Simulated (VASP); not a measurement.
Consider the following.

```yaml
crystal:
  lattice:
    - [4.34955, 0.00000, 0.00000]
    - [-2.17477, 3.76682, 0.00000]
    - [0.00000, 0.00000, 5.15101]
  atoms:
    - { symbol: W, position: [0.00000, 0.00000, 0.00000] }
    - { symbol: W, position: [0.00000, 0.00000, 0.50000] }
    - { symbol: Te, position: [0.33333, 0.66667, 0.25000] }
    - { symbol: Te, position: [0.66667, 0.33333, 0.75000] }
```

The numbers are results of PBEsol GGA, VASP's PBE PAW potentials (set 64) (plane waves; VASP 6.6.1), not measurements. Numerical set-up: 400 eV cut-off, 9×9×7 Γ-centred mesh, tetrahedra with Blöchl corrections, potentials W_sv Te.

Unless said otherwise, spin-orbit coupling is left out, though it shifts the bands of the heavy elements here.

Problem. Estimate the energy per atom (σ→0), band gap (on the k-mesh) with the smallest direct gap where there is one.

Solution. 
```yaml
band gap (on the k-mesh): none (metal, semimetal or under 0.01 eV)
energy per atom (σ→0): -8049 meV/atom
```

The absolute energy has meaning only against runs of the same code, potentials and settings.

The structure was generated: WTe was put into the NiAs type type (P6_3/mmc), which need not be its known phase. It was relaxed first, which changed the volume by -36 %.
